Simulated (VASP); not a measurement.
Input of a VASP 6.6.1 run:

File INCAR:

```
  ALGO = Normal
  EDIFF = 1E-7
  EDIFFG = -0.005
  ENCUT = 600
  GGA = PS
  IBRION = 2
  ISIF = 3
  ISMEAR = 0
  KPAR = 2
  LASPH = T
  LCHARG = F
  LREAL = F
  LWAVE = F
  NELM = 80
  NSW = 90
  PREC = Accurate
  PSTRESS = 150.0
  SIGMA = 0.03
```

The input KPOINTS:

```
k-points
0
Gamma
  8 8 10
```

Contents of POSCAR:

```
SiO2                                    
1.0
    4.1170436086      0.0000000000      0.0000000000
   -0.0000000000      4.1170436086      0.0000000000
    0.0000000000      0.0000000000      2.6556854429
  Si              O             
     2     4
Direct
     0.0000000000000000    0.0000000000000000    0.0000000000000000
     0.5000000000000000    0.5000000000000000    0.5000000000000000
     0.3042251940341311    0.3042251940341311    0.0000000000000000
     0.1957748059658690    0.8042251940341310    0.5000000000000000
     0.6957748059658690    0.6957748059658690    0.0000000000000000
     0.8042251940341310    0.1957748059658690    0.5000000000000000
```

Potentials or basis: VASP PAW PBE potentials, release 64 (Si, O).

The run is started by

```console
$ cat potpaw_PBE.64/Si/POTCAR potpaw_PBE.64/O/POTCAR > POTCAR
$ mpirun -np 2 vasp_std > vasp.out
```

(1) Predict the band gap on the k mesh.

Results:

(1) 6.09 eV, direct.

Caveat: the relaxation stopped at its first step, so nothing moved; the cell is relaxed towards a set pressure, so the enthalpy falls and the energy may rise.
